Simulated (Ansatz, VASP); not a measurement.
**MgGaPSe: VASP beside Ansatz**

One calculation is typed for both programs; each brings its own data sets and cutoff. How far apart do they land? The cell is invented: As first built, before any earlier steps moved the atoms (in the runner's words): it takes the ZnGaPS structure with some of its atoms replaced by other elements, volume scaled by an estimate. It may not be a known or stable phase. The cell is taken from a series of VASP runs on this material, whose earlier steps may have relaxed, scaled or displaced it; both programs get it as it stands. Other levels of theory on this material are compared in a session of their own.

Calculated with Ansatz 0.2.0; plane waves, with VASP 6.6.1 beside it; single point at PBEsol with D3(BJ).

### Step 1. The starting structure

The structure is monoclinic, space group Cm (No. 8). Conventional cell: a = 6.792 Å, b = 3.921 Å, c = 7.065 Å, α = 90.00°, β = 108.66°, γ = 90.00°. Se has 1 Ga at 2.45 Å and 3 Mg at 2.50 Å nearest. Ga has 3 P at 2.37 Å and 1 Se at 2.45 Å nearest. Nearest to P lie 3 Ga at 2.37 Å and 1 Mg at 2.50 Å. Mg has 3 Se at 2.50 Å and 1 P at 2.50 Å nearest. As first built, before any earlier steps moved the atoms (in the runner's words): sites of the ZnGaPS structure (space group 160) filled with other elements, volume scaled by an estimate. Farther neighbours and most contacts between anions are not listed.

As a file:

```
Se Ga P Mg
1.0
     3.39579   -1.96057    0.00027
     3.39579    1.96057    0.00027
    -2.26131    0.00000    6.69373
Se Ga P Mg
1 1 1 1
Direct
  0.61644 0.61644 0.85927
  0.49530 0.49530 0.49286
  0.12781 0.12781 0.39022
  0.00218 0.00218 0.01677
```

### Step 2. VASP: single point, PBEsol with D3(BJ)

With cell and atoms fixed, the geometry can't cause a difference; cores, projectors, grids and the points listed under the comparison can.

Lines of VASP's logs that name or quote its potential files are left out, and so is its time.

Input file INCAR:

```
SYSTEM = MgGaPSe
PREC = Accurate
ENCUT = 400
EDIFF = 1E-06
NELM = 100
ISMEAR = -5
SIGMA = 0.05
LREAL = .FALSE.
ALGO = Normal
GGA = PS
IVDW = 12
NBANDS = 27
LORBIT = 11
LWAVE = .FALSE.
LCHARG = .FALSE.
KPAR = 2
NEDOS = 2001
```

Input file POSCAR:

```
MgGaPSe
1.0
    3.3957904926     -1.9605671365      0.0002746655
    3.3957904926      1.9605671365      0.0002746655
   -2.2613127420      0.0000000000      6.6937267810
Se Ga P Mg
1 1 1 1
Direct
    0.6164393817      0.6164393817      0.8592685506
    0.4952956285      0.4952956285      0.4928603086
    0.1278096726      0.1278096726      0.3902155306
    0.0021781652      0.0021781652      0.0167696102
```

Input file KPOINTS:

```
Automatic mesh
0
Gamma
10 10 5
0 0 0
```

PAW data sets: Se, Ga_d, P and Mg (PBE family, release 64).

Launch:

```bash
$ mpirun -np 2 vasp_std
```

Numbers of over 12 decimals in the logs are rounded to 6 here.

Output:

```text
[banner, memory and clock lines left out]
running    2 mpi-ranks, on    1 nodes
 distrk:  each k-point on    1 cores,    2 groups
 distr:  one band on    1 cores,    1 groups

 POSCAR found type information on POSCAR SeGaP Mg
 POSCAR found :  4 types and       4 ions
|                                                                             |
|               ----> ADVICE to this user running VASP <----                  |
|                                                                             |
|     You enforced a specific xc type in the INCAR file but a different       |
|     [... a line on the potential file left out ...]
|     I HOPE YOU KNOW WHAT YOU ARE DOING!                                     |
|                                                                             |

 LDA part: xc-table for (Slater+PW92), standard interpolation
 POSCAR, INCAR and KPOINTS ok, starting setup
 FFT: planning ... GRIDC
 FFT: planning ... GRID_SOFT
 FFT: planning ... GRID
 WAVECAR not read
 entering main loop
       N       E                     dE             d eps       ncg     rms          rms(c)
DAV:   1     0.150510536705E+03    0.15051E+03   -0.95626E+03  8038   0.917E+02
DAV:   2     0.169283781118E+01   -0.14882E+03   -0.13718E+03  8391   0.270E+02
DAV:   3    -0.175850960793E+02   -0.19278E+02   -0.19017E+02  9615   0.761E+01
DAV:   4    -0.181375630011E+02   -0.55247E+00   -0.55155E+00  9059   0.141E+01
DAV:   5    -0.181471094376E+02   -0.95464E-02   -0.95429E-02  9529   0.178E+00    0.507E+00
DAV:   6    -0.175593858966E+02    0.58772E+00   -0.69088E-01 11692   0.118E+01    0.320E+00
DAV:   7    -0.174753222611E+02    0.84064E-01   -0.31010E-01  8960   0.252E+00    0.129E+00
DAV:   8    -0.174732433690E+02    0.20789E-02   -0.21996E-02  9585   0.133E+00    0.332E-01
DAV:   9    -0.174736400830E+02   -0.39671E-03   -0.26079E-03 10054   0.457E-01    0.138E-01
DAV:  10    -0.174736501816E+02   -0.10099E-04   -0.24191E-04  9316   0.871E-02    0.674E-02
DAV:  11    -0.174737154411E+02   -0.65259E-04   -0.50762E-05  8397   0.410E-02    0.242E-02
DAV:  12    -0.174737215119E+02   -0.60707E-05   -0.73585E-06  9353   0.127E-02    0.854E-03
DAV:  13    -0.174737218852E+02   -0.37335E-06   -0.97618E-07  7525   0.590E-03
   1 F= -.18584753E+02 E0= -.18584753E+02  d E =0.000000E+00
```

OUTCAR, selected parts (step 2):

```text
ion  position               nearest neighbor table
   1  0.616  0.616  0.859-   2 2.45   4 2.50   4 2.50   4 2.50
   2  0.495  0.495  0.493-   3 2.37   3 2.37   3 2.37   1 2.45
   3  0.128  0.128  0.390-   2 2.37   2 2.37   2 2.37   4 2.50
   4  0.002  0.002  0.017-   1 2.50   1 2.50   1 2.50   3 2.50

  LATTYP: Found a base centered monoclinic cell.
 ALAT       =     6.7915810074
 B/A-ratio  =     0.5773522054
 C/A-ratio  =     1.0403136265
 COS(beta)  =    -0.3199789895

 Subroutine GETGRP returns: Found  2 space group operations
 (whereof  2 operations were pure point group operations)

The static configuration has the point symmetry C_1h.

 Found    141 irreducible k-points:

   k-points           NKPTS =    141   k-points in BZ     NKDIM =    141   number of bands    NBANDS=     27

   dimension x,y,z NGX =    28 NGY =   28 NGZ =   48
   dimension x,y,z NGXF=    56 NGYF=   56 NGZF=   96

   ENCUT  =  400.0 eV  29.40 Ry    5.42 a.u.   6.39  6.39 11.52*2*pi/ulx,y,z

   NELECT =      26.0000    total number of electrons

 k-points in reciprocal lattice and weights: Automatic mesh
   0.00000000  0.00000000  0.00000000       0.002
   0.10000000  0.00000000  0.00000000       0.008
   0.20000000  0.00000000  0.00000000       0.008
   0.30000000  0.00000000  0.00000000       0.008
   0.40000000 -0.00000000 -0.00000000       0.008
   0.50000000  0.00000000  0.00000000       0.004
   0.10000000  0.10000000  0.00000000       0.004
   0.20000000  0.10000000  0.00000000       0.008
   0.30000000  0.10000000  0.00000000       0.008
[...]
-0.10000000 -0.20000000  0.40000000       0.008
  -0.10000000 -0.10000000  0.40000000       0.004

 average (electrostatic) potential at core
       1 -54.1483       2 -66.6209       3 -84.4477       4 -37.3922

 E-fermi :   2.8378

 k-point     1 :       0.0000    0.0000    0.0000
  band No.  band energies     occupation
    ...
      9       2.0269      2.00000
     10       2.0274      2.00000
     11       2.6300      2.00000
     12       2.8313      2.00000
     13       2.8319      2.00000
     14       4.3724      0.00000
     15       5.9691      0.00000
     16       7.4784      0.00000
     17       7.4793      0.00000
     18       8.0240      0.00000
    ...

 k-point     2 :       0.1000    0.0000    0.0000
  band No.  band energies     occupation
    ...
      9       1.4184      2.00000
     10       1.9205      2.00000
     11       1.9869      2.00000
     12       2.5690      2.00000
     13       2.6602      2.00000
     14       5.1672      0.00000
     15       6.3671      0.00000
     16       7.3972      0.00000
     17       7.8365      0.00000
     18       8.2722      0.00000
    ...

 k-point     3 :       0.2000    0.0000    0.0000
  band No.  band energies     occupation
    ...
      9       0.2172      2.00000
     10       0.8833      2.00000
     11       1.6564      2.00000
     12       2.2961      2.00000
     13       2.3403      2.00000
     14       5.7644      0.00000
     15       6.7321      0.00000
     16       7.8613      0.00000
     17       8.3536      0.00000
     18       8.6970      0.00000
    ...

 Edisp (eV)   -1.11103

  Total      -0.01366    -0.01872     0.00069     0.00000     0.00000     0.00200
  in kB      -0.24549    -0.33657     0.01239     0.00000     0.00000     0.03595
  external pressure =       -0.19 kB  Pullay stress =        0.00 kB

  energy-cutoff  :      400.00
  volume of cell :       89.13
      direct lattice vectors                 reciprocal lattice vectors
     3.395790493 -1.960567136  0.000274666     0.147237098 -0.255028247  0.049740471
     3.395790493  1.960567136  0.000274666     0.147237098  0.255028247  0.049740471
    -2.261312742  0.000000000  6.693726781    -0.000012083  0.000000000  0.149389527

 POSITION                                       TOTAL-FORCE (eV/Angst)
 -----------------------------------------------------------------------------------
      2.24352      0.00000      5.75205         0.001274      0.000000     -0.001764
      2.24933      0.00000      3.29934         0.000969      0.000000     -0.002837
     -0.01437      0.00000      2.61207        -0.004233      0.000000     -0.001313
     -0.02313      0.00000      0.11225         0.001990      0.000000      0.005915
 -----------------------------------------------------------------------------------
    total drift:                                0.000621      0.000000      0.000526

  FREE ENERGIE OF THE ION-ELECTRON SYSTEM (eV)
  ---------------------------------------------------
  free  energy   TOTEN  =       -18.5847528242 eV

  energy  without entropy=      -18.5847528242  energy(sigma->0) =      -18.58475282

 total charge
# of ion       s       p       d       tot
------------------------------------------
    1        1.436   2.521   0.018   3.975
    2        0.862   0.791  10.014  11.668
    3        1.018   1.511   0.000   2.529
    4        0.185   0.164   0.038   0.386
--------------------------------------------------
tot          3.501   4.987  10.070  18.557

[... 3 further parts left out ...]
```

The run ends at a pressure of -0.02 GPa, with forces up to 0.0062 eV/Å.

### Step 3. Ansatz: single point, PBEsol with D3(BJ)

Ansatz runs on its default PAW (the set named soft_2) files.

The same cell, functional, mesh and smearing now go to Ansatz, which takes its cutoff from its data sets.

Input file input.yaml:

```yaml
crystal:
  lattice:
    - [3.3957904926, -1.9605671365, 0.0002746655]
    - [3.3957904926, 1.9605671365, 0.0002746655]
    - [-2.261312742, 0.0, 6.693726781]
  atoms:
    - { symbol: Se, position: [0.6164393817, 0.6164393817, 0.8592685506] }
    - { symbol: Ga, position: [0.4952956285, 0.4952956285, 0.4928603086] }
    - { symbol: P, position: [0.1278096726, 0.1278096726, 0.3902155306] }
    - { symbol: Mg, position: [0.0021781652, 0.0021781652, 0.0167696102] }
hamiltonian:
  xc: pbesol
  pseudopotentials: { kind: paw }
  dispersion: d3bj
kpoints:
  mp_grid: { grid: [10, 10, 5] }
scf:
  occupations: { method: tetrahedron }
output:
  forces: true
  stress: true
```

Launch:

```bash
$ ansatz run input.yaml --threads 2 --pin off --max-ram 4608MiB --backend cpu --events-out ev --progress --plain --runs-dir out
```

Output:

```text
Warning: output.forces, output.stress, relax.cell or npt_langevin: where a Kohn–Sham band that disperses or a degenerate level is filled in part under the method tetrahedron, the forces or the stress that this run publishes need not agree with its energy (scf.occupations.method in the input reference, under Limitations); prefer a smearing scheme for the forces or the stress
Engine: ansatz 0.2.0, aarch64-unknown-linux-gnu
Pseudopotentials: kind: paw
Pseudopotential: Se, paw, valence charge 16, recommended cutoff 420 eV (normal), Se.paw.azcp
Pseudopotential: Ga, paw, valence charge 13, recommended cutoff 420 eV (normal), Ga.paw.azcp
Pseudopotential: P, paw, valence charge 5, recommended cutoff 420 eV (normal), P.paw.azcp
Pseudopotential: Mg, paw, valence charge 10, recommended cutoff 420 eV (normal), Mg.paw.azcp
Functional definition: PBEsol
  exchange = pbesol_x
  correlation = pbesol_c
Crystal: 4 atoms, lattice volume = 89.132 Å³
Basis set: ecut = 420 eV, 1745 PW (Γ), exchange–correlation on 54×54×96 points (8 copies of the dense FFT grid, shifted against one another)
Bands: 27, of which v1, the nominal top of the filled ones, is band 22 counted from 1 (21 counted from 0)
Symmetry: 2 space group operations
Space group: Cm (ITA 8), of the structure as read, at distance tolerance 4.5e-5 Å
k-points: 141 of 500 (time reversal used)
Non-local potential: Se, projectors of the file, l = 0: 2, l = 1: 2, l = 2: 3, l = 3: 1
Non-local potential: Ga, projectors of the file, l = 0: 2, l = 1: 2, l = 2: 3, l = 3: 1
Non-local potential: P, projectors of the file, l = 0: 2, l = 1: 2, l = 2: 2
Non-local potential: Mg, projectors of the file, l = 0: 3, l = 1: 2, l = 2: 1
PAW form: soft (Blöchl's): semilocal exchange-correlation on the pseudo side does not see the compensation charge
PAW frozen core: Se, regenerated for the run's functional, and the local potential with it (the file was generated under x = pbe(κ = 0.804, μ = 0.219515), c = pbe(β = 0.066725))
PAW frozen core: Ga, regenerated for the run's functional, and the local potential with it (the file was generated under x = pbe(κ = 0.804, μ = 0.219515), c = pbe(β = 0.066725))
PAW frozen core: P, regenerated for the run's functional, and the local potential with it (the file was generated under x = pbe(κ = 0.804, μ = 0.219515), c = pbe(β = 0.066725))
PAW frozen core: Mg, regenerated for the run's functional, and the local potential with it (the file was generated under x = pbe(κ = 0.804, μ = 0.219515), c = pbe(β = 0.066725))
PAW one-centre angular grid: Se, 590 points (default); XC on 64 Gauss nodes
PAW one-centre angular grid: Ga, 590 points (default); XC on 64 Gauss nodes
PAW one-centre angular grid: P, 110 points (default); XC on 64 Gauss nodes
PAW one-centre angular grid: Mg, 110 points (default); XC on 64 Gauss nodes
Initial density: superposition of atomic densities (neutral atoms: chi_scale 0, normalization atom), corrected by the library's trained network
Initial wavefunctions: pseudopotential atomic-orbital guess
Functional: x = pbesol(κ = 0.804, μ = 0.123457), c = pbesol(β = 0.046)
SCF iter   1: F=—  HF=-11823.409352 eV  |F-HF|=—  |Δ(HF+E_count)|=         —  Δρ=3.62e-3  dr2=1.97e-2  ethr=1.77e-3  ⟨swp⟩=7.0  Hψ=18166  notcnv=0
preconditioner: auto → Resta (q_TF=auto, 2.425 Å⁻¹)  ε∞=3.4  [insulator: Δε(μ)=1.519 eV  Ē_g=12.973 eV  n_scr=28 (ndim 8)  ℏωp=20.1 eV  f_vac=0.039  ε∞_Penn≈3.4]
SCF iter   2: F=—  HF=-11823.401849 eV  |F-HF|=—  |Δ(HF+E_count)|=   7.50e-3  Δρ=1.71e-3  dr2=3.56e-3  ethr=4.48e-5  ⟨swp⟩=3.0  Hψ=6509  notcnv=0  defer=141
SCF iter   3: F=—  HF=-11823.401209 eV  |F-HF|=—  |Δ(HF+E_count)|=   6.39e-4  Δρ=6.07e-4  dr2=3.13e-4  ethr=8.08e-6  ⟨swp⟩=2.7  Hψ=6269  notcnv=0  defer=141
SCF iter   4: F=—  HF=-11823.401086 eV  |F-HF|=—  |Δ(HF+E_count)|=   1.24e-4  Δρ=2.61e-4  dr2=9.38e-5  ethr=7.11e-7  ⟨swp⟩=3.0  Hψ=6473  notcnv=0  defer=141
SCF iter   5: F=—  HF=-11823.401095 eV  |F-HF|=—  |Δ(HF+E_count)|=   9.12e-6  Δρ=8.02e-5  dr2=8.81e-6  ethr=2.13e-7  ⟨swp⟩=2.2  Hψ=5654  notcnv=0  defer=141
SCF iter   6: F=—  HF=-11823.401101 eV  |F-HF|=—  |Δ(HF+E_count)|=   5.85e-6  Δρ=2.12e-5  dr2=4.50e-7  ethr=2.00e-8  ⟨swp⟩=2.8  Hψ=6338  notcnv=0  defer=141
SCF iter   7: F=-11823.401101 eV  HF=-11823.401101 eV  |F-HF|=2.81e-8  |Δ(HF+E_count)|=   6.18e-7  Δρ=5.42e-6  dr2=3.15e-8  ethr=2.27e-10  ⟨swp⟩=7.8  Hψ=16671  notcnv=0
SCF 1 converged in 7 iterations: F = -11823.401101 eV  dr2 = 3.15e-8
  greatest PAW one-centre occupation: 1.000 electrons in one spin orbital (limit 2), on the Mg atom at site 3 (counted from 0), in its partial waves of l = 0
SCF converged after 7 iterations
Stability not checked: this state was not tested for a lower state beside it, because cold or Methfessel-Paxton smearing, or corrected tetrahedra, fill the levels in a way that the test cannot read (fill_not_monotonic; see scf.lower_state_search)
Free energy (F): -11823.401101 eV
Harris-Foulkes:  -11823.401101 eV  (|F-HF|=2.81e-8)
Internal energy: -11823.401101 eV  (E = F + TS)
E sigma→0 (E₀):  -11823.401101 eV
Fermi energy:    5.991541 eV
--- Per-component energies (eV) ---
  E_band       = -813.888384
  E_kinetic    = 382.821241
  E_local      = -6707.043120  (includes V_loc(G=0)·N_el)
  E_nonlocal   = -36.966483
  E_hartree    = 3014.784370
  E_xc         = -262.731407
  E_vxc        = -255.705553  (∫ρ·V_xc dr)
  E_paw        = -4652.179053  (= ΣΔE_a)
  E_vpaw       = -226.568755  (= ΣTr[D̂ρ^β])
  E_aug_tail   = -0.000696  (compensation charges beyond the density's cutoff)
  E_ewald      = -3562.951004
  E_disp       = -1.111336  (pairwise vdW)
  E_core_change = 1.976387  (= ΣΔE_core)
  E_smearing   = -0.000000  (= −TS)
  E_closure    = -0.000000  (closes the sum)
  Σ components = -11823.401101   (vs F -11823.401101, Δ=0.00e0)
--- Forces (eV/Å), atoms counted from 1 ---
  atom   1  Se     0.00150787    -0.00000000    -0.00563740
  atom   2  Ga     0.00041737     0.00000000     0.01323517
  atom   3  P     -0.00405307    -0.00000000    -0.01127382
  atom   4  Mg     0.00212782     0.00000000     0.00374271
  max |Σ_I F_I| component: 6.67e-5 eV/Å
--- Stress (GPa, compression-positive) ---
        0.110567       0.000000       0.003332
        0.000000       0.102235      -0.000000
        0.003332      -0.000000       0.058192
  P = ⅓ Tr σ = 0.0903 GPa (0.903 kbar)
--- Band table (eV; the first three rows and the last of 141) ---
  k-point 0: bands = [... 18 lower, 5.1875, 5.7913, 5.9910, 5.9915, 7.5286, 9.1227, 10.6313, 10.6322, ... 1 higher]
  k-point 1: bands = [... 18 lower, 5.2049, 5.2062, 5.9548, 5.9553, 7.8679, 9.6023, 10.7119, 10.7133, ... 1 higher]
  k-point 2: bands = [... 18 lower, 5.2373, 5.2401, 5.8923, 5.8948, 8.0615, 10.2983, 10.8499, 10.8520, ... 1 higher]
  k-point 140: bands = [... 18 lower, 3.0501, 4.1790, 4.3745, 4.8422, 8.4941, 9.6325, 10.5463, 11.7941, ... 1 higher]
```

It took 25 s on 2 threads of Arm Neoverse N1, shared host; peak memory 0.53 GiB; 50 s of CPU time.

Reading the cycles: dr2 is the Hartree energy of the density residual (eV), the measure of convergence; HF is the Harris–Foulkes estimate of the energy, which meets the free energy F at convergence.

The run ends at a pressure of 0.09 GPa, with forces up to 0.013 eV/Å.

### Step 4. Differences

Known differences besides the potentials themselves: the data sets hold 44 valence electrons in Ansatz (default PAW (the set named soft_2) files) and 26 in VASP; the cutoff is 420 eV in Ansatz and 400 eV in VASP; Ansatz makes its cores anew for this functional, VASP keeps those of its PBE data sets; VASP leaves aspherical gradient terms in its spheres out (LASPH is not set), Ansatz keeps them. Total energies have different zeros and are not compared.

Compared:

| quantity | Ansatz | VASP | difference |
| --- | --- | --- | --- |
| pressure (GPa) | 0.09 | -0.02 | +0.11 |
| gap on the k mesh (eV) | 1.537 | 1.540 | -0.003 |

At this near-relaxed geometry the largest component of a force difference is 16 meV/Å. A gap on the mesh is an upper bound, since the band edges may lie between its points. Ansatz's pressure holds a Pulay correction of 0.02 GPa; VASP's holds none.

### Step 5. Summary of results

```yaml
difference_in_gap_on_the_k_mesh_single_point_pbesol_with_d3_bj: -0.0035 eV
```

**Reading.** The difference in gap on the k mesh is -0.0035 eV (single point, PBEsol with D3(BJ)), within the 0.08 eV picked in this series as the mark of a large difference. 9 further runs of this series are not shown here. Such differences can come from data sets, numerical settings and the points named under the comparisons, not from the functional's error against experiment.

[Lines on the potential files, build, host, timing and source positions are cut from VASP's logs without a mark.]

[Logs are printed without paths, hosts, clocks, repeated set-up lines and the standing remarks that a program may print on its own settings, such as how far it seeks lower states.]

[Hosts, paths, dates, database ids (printed as entryN), source tags and the programs' standing remarks are cut or masked in the printed files.]
